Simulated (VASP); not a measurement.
```
RuS
1.0
    0.00000     2.56801     2.56801
    2.56801     0.00000     2.56801
    2.56801     2.56801     0.00000
Ru S
1 1
Direct
  0.00000   0.00000   0.00000
  0.25000   0.25000   0.25000
```

Method: PBEsol GGA, VASP's PBE PAW potentials (set 64) (plane waves; VASP). Numerical set-up: 400 eV cut-off, Gaussian smearing of 0.050 eV, potentials Ru_pv S.

Task: Predict the band gap (along the path) with the smallest direct gap where there is one.

Result: 
- band gap (along the path): none (metal, semimetal or under 0.01 eV)

The structure was generated: RuS was put into the zinc blende type (F-43m), which need not be its known phase. It was relaxed first, which changed the volume by -30 %.
